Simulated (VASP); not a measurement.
Here is a VASP 6.6.1 calculation.

Contents of INCAR:

```
SYSTEM = LiH2RhC
ALGO = Normal
EDIFF = 1E-7
EDIFFG = -0.04
ENCUT = 600
GGA = PE
IBRION = 2
ISIF = 3
ISMEAR = 0
LASPH = .True.
LCHARG = .False.
LREAL = .False.
LWAVE = .False.
NELM = 100
NSW = 90
PREC = Accurate
SIGMA = 0.1
```

The input KPOINTS:

```
k-points
0
Gamma
  6 6 4
  0 0 0
```

File POSCAR:

```
LiH2RhC
1.0
    3.5467544863      0.0000000000      0.0000000000
    0.0000000000      3.5467544863      0.0000000000
    0.0000000000      0.0000000000      3.8057522465
Li H Rh C
1 2 1 1
Direct
    0.5000000000      0.5000000000      0.5000000000
    0.5000000000      0.0000000000      0.0000000000
    0.0000000000      0.5000000000      0.0000000000
    0.0000000000      0.0000000000      0.0000000000
    0.0000000000      0.0000000000      0.5000000000
```

Potentials or basis: VASP PAW PBE potentials, release 64 (Li_sv, H, Rh_pv, C).

Launch:

```console
$ cat potpaw_PBE.64/Li_sv/POTCAR potpaw_PBE.64/H/POTCAR potpaw_PBE.64/Rh_pv/POTCAR potpaw_PBE.64/C/POTCAR > POTCAR
$ mpirun -np 1 vasp_std > vasp.out
```

Problem. Predict the relaxed volume.

Solution. 9.55 Å³/atom.

Problem. Predict the band gap on the k mesh.

Solution. None (metal or under the smearing width).

Problem. What does it give for the space group after relaxing (to 0.05 Å)?

Solution. P4/mmm (No. 123).

Problem. Estimate the relaxed cell.

Solution. a = 3.545 Å, b = 3.545 Å, c = 3.800 Å, α = 90.00°, β = 90.00°, γ = 90.00°.

Stress tensor (GPa, compression positive):
```
-0.12  0.00  0.00
 0.00 -0.12  0.00
 0.00  0.00  0.09
```

Caveat: the k mesh is coarse (spacing up to 0.41 Å⁻¹), so the values aren't converged; the cutoff is under 1.25 times the usual one of these potentials, so pressure, stress and relaxed cells hold a basis-set (Pulay) error.
